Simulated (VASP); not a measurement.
Consider the following.

```
CELL_PARAMETERS angstrom
      0.00000     2.77926     2.77926
      2.77926     0.00000     2.77926
      2.77926     2.77926     0.00000
ATOMIC_POSITIONS crystal
  Ca 0.00000 0.00000 0.00000
```

Calculation: optB88-vdW, VASP's PBE PAW potentials (set 64) (plane waves; VASP). Run with 520 eV cut-off, 12×12×12 Γ-centred mesh, first-order Methfessel-Paxton smearing of 0.10 eV, potentials Ca_sv.

Q: The job: Ca (fcc), 1 atom, optB88-vdW, static run, 520 eV, 12×12×12 Γ-centred mesh. Roughly how much core time does it take on a busy server core?

A: About 30 core-seconds (one run on a shared machine, a rough figure). It had 72 irreducible k-points, 9 bands, up to 1185 plane waves and 12 electronic steps.

The compound is Ca in the fcc structure. This cell is one point of a volume scan, at 1.06 of the reference volume.
